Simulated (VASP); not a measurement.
Given:

```xyz
2
Lattice="0.0000 2.7594 2.7594 2.7594 0.0000 2.7594 2.7594 2.7594 0.0000" Properties=species:S:1:pos:R:3 pbc="T T T"
Ca     0.0000     0.0000     0.0000
Se     1.3797     1.3797     1.3797
```

Method: PBEsol GGA, VASP's PBE PAW potentials (set 64) (plane waves; VASP). Run with 500 eV cut-off, 8×8×8 Γ-centred mesh, Gaussian smearing of 0.050 eV, potentials Ca_sv Se.

Task: Estimate the energy per atom (σ→0), pressure, band gap (on the k-mesh) with the smallest direct gap where there is one.

Result: 
```json
{
  "band gap (on the k-mesh)": "2.75 eV",
  "smallest direct gap (on the k-mesh)": "2.75 eV",
  "energy per atom (σ→0)": "-3.444 eV/atom",
  "pressure": "449.9 kbar"
}
```

The structure was generated: CaSe was put into the zinc blende type (F-43m), which need not be its known phase. It was relaxed first under an external pressure of 45 GPa.
